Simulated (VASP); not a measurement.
These are LDA (Ceperley-Alder, Perdew-Zunger), VASP's LDA PAW potentials (set 64) (plane waves; VASP) values and carry that method's errors.

The input files of a VASP run:

File POSCAR:
```
FeSi
1.0
  4.3730615076   0.0000000000   0.0000000000
  0.0000000000   4.3730615076   0.0000000000
  0.0000000000   0.0000000000   4.3730615076
Fe Si
4 4
Cartesian
  3.7730706682   2.7865215932   1.5865399144
  1.5865399144   3.7730706682   2.7865215932
  0.5999908394   0.5999908394   0.5999908394
  2.7865215932   1.5865399144   3.7730706682
  0.6957020749   1.4908286789   2.8822328287
  2.8822328287   0.6957020749   1.4908286789
  3.6773594327   3.6773594327   3.6773594327
  1.4908286789   2.8822328287   0.6957020749
```

KPOINTS:
```
Automatic mesh
0
Gamma
5 5 5
0 0 0
```

INCAR:
```
! general
SYSTEM   =  FeSi
PREC     =  Accurate
ENCUT    =  500   ! plane-wave cut-off (eV)
LREAL    =  .FALSE.   ! projection in real space or not
LASPH    =  .TRUE.   ! aspherical one-centre terms

! electronic loop
EDIFF    =  1E-6   ! SCF stop (eV)
NELM     =  100   ! most electronic steps
ALGO     =  Normal   ! blocked Davidson
LMAXMIX  =  4

! smearing
ISMEAR   =  0   ! Gaussian
SIGMA    =  0.05

! ions
IBRION   =  2   ! conjugate gradients
NSW      =  40   ! most ionic steps
ISIF     =  3   ! ions, shape and volume
EDIFFG   =  -0.02   ! ionic stop

! output
LWAVE    =  .FALSE.
LCHARG   =  .FALSE.
```

POTCAR, in this order: Fe Si (LDA.64 set). Program: vasp_std.

Output

**OSZICAR**
```
       N       E                     dE             d eps       ncg     rms          rms(c)
DAV:   1     0.358101159132E+03    0.35810E+03   -0.19620E+04   638   0.186E+03
DAV:   2    -0.330926898882E+02   -0.39119E+03   -0.37968E+03   638   0.429E+02
DAV:   3    -0.725697315448E+02   -0.39477E+02   -0.36503E+02   971   0.152E+02
DAV:   4    -0.741407431998E+02   -0.15710E+01   -0.15239E+01   983   0.379E+01
DAV:   5    -0.741692042440E+02   -0.28461E-01   -0.28394E-01  1004   0.479E+00    0.338E+01
DAV:   6    -0.775598719059E+02   -0.33907E+01   -0.20649E+02   952   0.172E+02    0.277E+01
DAV:   7    -0.669208199146E+02    0.10639E+02   -0.81360E+01   957   0.121E+02    0.998E+00
DAV:   8    -0.666519885224E+02    0.26883E+00   -0.35584E+00   871   0.167E+01    0.292E+00
DAV:   9    -0.665683761622E+02    0.83612E-01   -0.41109E-01  1002   0.662E+00    0.114E+00
DAV:  10    -0.665573219483E+02    0.11054E-01   -0.13387E-02   807   0.128E+00    0.425E-01
DAV:  11    -0.665558329017E+02    0.14890E-02   -0.92456E-03  1007   0.113E+00    0.139E-01
DAV:  12    -0.665557477614E+02    0.85140E-04   -0.38015E-04  1007   0.209E-01    0.511E-02
DAV:  13    -0.665557422985E+02    0.54629E-05   -0.38462E-05   940   0.456E-02    0.167E-02
DAV:  14    -0.665557417305E+02    0.56799E-06   -0.23071E-06   500   0.164E-02
   1 F= -.66555742E+02 E0= -.66555262E+02  d E =-.665557E+02
```

**OUTCAR**
```
------------------------ aborting loop because EDIFF is reached ----------------------------------------
  FORCE on cell =-STRESS in cart. coord.  units (eV):
  Direction    XX          YY          ZZ          XY          YZ          ZX
  --------------------------------------------------------------------------------------
  Total       -0.0194090     -0.0194090     -0.0194090      0.0000000      0.0000000     -0.0000000
  in kB       -0.3718415     -0.3718415     -0.3718415      0.0000000      0.0000000     -0.0000000
  external PRESSURE =      -0.3718415 kB  Pullay stress =       0.0000000 kB
  volume of cell :       83.63
      direct lattice vectors                 reciprocal lattice vectors
     4.373061508  0.000000000  0.000000000     0.228672750  0.000000000  0.000000000
     0.000000000  4.373061508  0.000000000     0.000000000  0.228672750  0.000000000
     0.000000000  0.000000000  4.373061508     0.000000000  0.000000000  0.228672750
 POSITION                                       TOTAL-FORCE (eV/Angst)
 -----------------------------------------------------------------------------------
      3.77307      2.78652      1.58654         0.001957     -0.001957      0.001957
      1.58654      3.77307      2.78652         0.001957      0.001957     -0.001957
      0.59999      0.59999      0.59999        -0.001957     -0.001957     -0.001957
      2.78652      1.58654      3.77307        -0.001957      0.001957      0.001957
      0.69570      1.49083      2.88223         0.002509     -0.002509      0.002509
      2.88223      0.69570      1.49083         0.002509      0.002509     -0.002509
      3.67736      3.67736      3.67736        -0.002509     -0.002509     -0.002509
      1.49083      2.88223      0.69570        -0.002509      0.002509      0.002509
 -----------------------------------------------------------------------------------
    total drift:                                0.000000     -0.000000     -0.000000
  FREE ENERGIE OF THE ION-ELECTRON SYSTEM (eV)
  ---------------------------------------------------
  free  energy   TOTEN  =       -66.5557417305 eV

  energy  without entropy=      -66.5547822709  energy(sigma->0) =      -66.55526200

 reached required accuracy - stopping structural energy minimisation
```
(Selected blocks of OUTCAR.)

### OUTCAR
```
 val. band max:       10.3083838718   @ k =   0.2000   0.2000   0.0000

 cond. band min:      10.4586028576   @ k =   0.4000   0.2000   0.0000


 Fermi energy:        10.3848092733

 k-point     1 :       0.0000    0.0000    0.0000
  band No.  band energies     occupation
      1      -3.2449      2.00000
      2       2.2564      2.00000
      3       2.2564      2.00000
      4       2.2564      2.00000
      5       5.0996      2.00000
      6       5.0996      2.00000
      7       5.0996      2.00000
      8       6.6954      2.00000
      9       6.6954      2.00000
     10       6.6954      2.00000
     11       7.1907      2.00000
     12       7.3790      2.00000
     13       7.3790      2.00000
     14       7.7141      2.00000
     15       7.7141      2.00000
     16       7.7141      2.00000
     17       8.3373      2.00000
     18       8.3373      2.00000
     19       8.3373      2.00000
     20      10.0351      2.00000
     21      10.0351      2.00000
     22      10.0351      2.00000
     23      10.2825      1.99619
     24      10.2825      1.99619
     25      11.0172      0.00000
     26      11.0172      0.00000
     27      11.0172      0.00000
     28      13.6229      0.00000
     29      13.6229      0.00000

 k-point     2 :       0.2000    0.0000    0.0000
  band No.  band energies     occupation
      1      -2.9375      2.00000
      2       0.9254      2.00000
      3       2.4279      2.00000
      4       3.1275      2.00000
      5       4.4093      2.00000
      6       5.2735      2.00000
      7       5.7030      2.00000
      8       6.0809      2.00000
      9       6.1401      2.00000
     10       7.0001      2.00000
     11       7.4419      2.00000
     12       7.5826      2.00000
     13       7.6728      2.00000
     14       7.6824      2.00000
     15       7.7602      2.00000
     16       7.8126      2.00000
     17       8.2026      2.00000
     18       8.2796      2.00000
     19       8.6700      2.00000
...
```

The compound is FeSi in the B20 structure. It was relaxed first, which changed the volume by -8 %. The run is not spin-polarised, so no magnetic state was tried.
